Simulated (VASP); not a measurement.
Wanted: the native input for a VASP 6.6.1 run.

```yaml
Task: single point
Functional: LDA
Potentials_or_basis: VASP PAW LDA potentials, release 64 (Mo_sv, Os)
Cutoff: 520 eV
k_mesh: 21 × 21 × 12
Occupations: gaussian, width 0.15 eV
Spin: no spin polarisation
Dipole_correction: no
Further_INCAR_settings: ALGO = Fast; EDIFF = 1e-07; NBANDS = 18
```

The structure of MoOs lies in POSCAR:

```
MoOs
1.0
    2.7817556855      0.0000000000      0.0000000000
   -1.3908778428      2.4090710908      0.0000000000
    0.0000000000      0.0000000000      4.5070550000
Mo Os
1 1
Direct
    0.6666666667      0.3333333333      0.5000000000
    0.3333333333      0.6666666667      0.0000000000
```

The cell comes from a database or a generator and needn't be the stable form of this composition.

These files were run (other wordings do the same):

INCAR

```
PREC     = Accurate       # precision mode
ENCUT    = 520            # plane-wave cutoff, eV
EDIFF    = 1E-7           # SCF threshold, eV
ISMEAR   = 0              # smearing method
SIGMA    = 0.15           # smearing width, eV
LREAL    = False          # projectors in reciprocal space
LASPH    = True           # aspherical terms in the spheres
NELM     = 100            # most SCF steps
ALGO     = Fast           # electronic algorithm
ISIF     = 2              # what is computed and relaxed
LWAVE    = False          # write WAVECAR
LCHARG   = True           # write CHGCAR
LELF     = True           # ELF
LVHAR    = True         
NBANDS   = 18             # bands
```

KPOINTS

```
regular mesh
0
Gamma
  21 21 12
```

Potentials or basis: VASP PAW LDA potentials, release 64 (Mo_sv, Os).

Launch:

```bash
$ cat potpaw_LDA.64/Mo_sv/POTCAR potpaw_LDA.64/Os/POTCAR > POTCAR
$ mpirun -np 1 vasp_std > vasp.out
```

It gave:

```yaml
Pressure: -15.6 GPa
Band_gap_on_the_k_mesh: none (metal or under the smearing width)
```

Caveat: so large a pressure means that the cell lies far from this level's equilibrium, or that cutoff or potentials fall short.

It took 2.7 min on 1 thread of AMD EPYC 9R14 (Zen 4) (shared host), peak memory 0.27 GiB.
